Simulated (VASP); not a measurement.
## GaC3: single point with PBE

Crystal: GaC3.

```xyz
4
Lattice="3.3189 0.0000 0.0000 0.0000 3.3189 0.0000 0.0000 0.0000 3.3189" Properties=species:S:1:pos:R:3 pbc="T T T"
Ga    0.0000    0.0000    0.0000
C     0.0000    1.6595    1.6595
C     1.6595    0.0000    1.6595
C     1.6595    1.6595    0.0000
```

The cell comes from a database or a generator and needn't be the stable form of this composition.

```
Program             : VASP 6.6.1
Task                : single point
Functional          : PBE
Potentials or basis : VASP PAW PBE potentials, release 64 (Ga_d, C)
Cutoff              : 520 eV
k mesh              : 3 × 3 × 3
Occupations         : fermi-dirac, width 0.1 eV
Spin                : no spin polarisation
```

- Pressure: 3.1 GPa
- Band gap on the k mesh: none (metal or under the smearing width)

Levels at points of the mesh, in eV from the Fermi level:
```csv
k point,band 10,band 11,band 12,band 13,band 14,band 15
"(0.00, 0.00, 0.00)",-5.26,-5.26,0.03,1.45,1.45,1.45
```

Run time: 7.8 s on 1 thread of Intel(R) Xeon(R) Platinum 8259CL CPU @ 2.50GHz (Skylake/Cascade Lake) (shared host), peak memory 0.15 GiB.

Caveat: the k mesh is coarse (spacing up to 0.63 Å⁻¹), so the values aren't converged.
